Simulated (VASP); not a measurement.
Data:

```
FeSi
1.0
    0.00000     2.54967     2.54967
    2.54967     0.00000     2.54967
    2.54967     2.54967     0.00000
Fe Si
1 1
Direct
  0.00000   0.00000   0.00000
  0.25000   0.25000   0.25000
```
Starting moments (μB, in the order of the record's atoms Fe Si): 1.1 -0.1.

Method: PBEsol GGA, VASP's PBE PAW potentials (set 64) (plane waves; VASP). Numerical set-up: 400 eV cut-off, 14×14×14 Γ-centred mesh, tetrahedra with Blöchl corrections, potentials Fe Si.

Problem. Predict the cell moment, energy per atom (σ→0), band gap (on the k-mesh) with the smallest direct gap where there is one.

Solution. 
band gap (on the k-mesh): none (metal, semimetal or under 0.01 eV)
cell moment: 0.94 μB
energy per atom (σ→0): -6.584 eV/atom

Problem. Give the moment on each site (PAW-sphere projection).

Solution. 
```
site  moment (μB)
----  -----------
Fe1          1.06
Si2         -0.08
```

The absolute energy has meaning only against runs of the same code, potentials and settings.

The structure was generated: FeSi was put into the zinc blende type (F-43m), which need not be its known phase. It was relaxed first, which changed the volume by -25 %.
